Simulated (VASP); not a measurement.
Consider the following.

```xyz
2
Lattice="3.0931 0.0000 0.0000 0.0000 3.0931 0.0000 0.0000 0.0000 3.6158" Properties=species:S:1:pos:R:3 pbc="T T T"
Zr     1.5466     1.5466     1.8079
Ir     0.0000     0.0000     0.0000
```

Computed with PBEsol GGA, VASP's PBE PAW potentials (set 64) (plane waves; VASP). Settings: 400 eV cut-off, 11×11×9 Γ-centred mesh, first-order Methfessel-Paxton smearing of 0.10 eV, potentials Zr_sv Ir.

Unless said otherwise, spin-orbit coupling is left out, though it shifts the bands of the heavy elements here.

Problem. Predict the energy per atom (σ→0), band gap (on the k-mesh) with the smallest direct gap where there is one.

Solution. 
band gap (on the k-mesh): none (metal, semimetal or under 0.01 eV)
energy per atom (σ→0): -10.241 eV/atom

Only differences to runs with the same potentials and settings are physical.

The structure comes from a computed database's ZrIr entry (P4/mmm); how it stands against other phases isn't given here. It was relaxed first. The start is the result of an earlier pass. The electron count is odd and the run is not spin-polarised, which forces a metal.
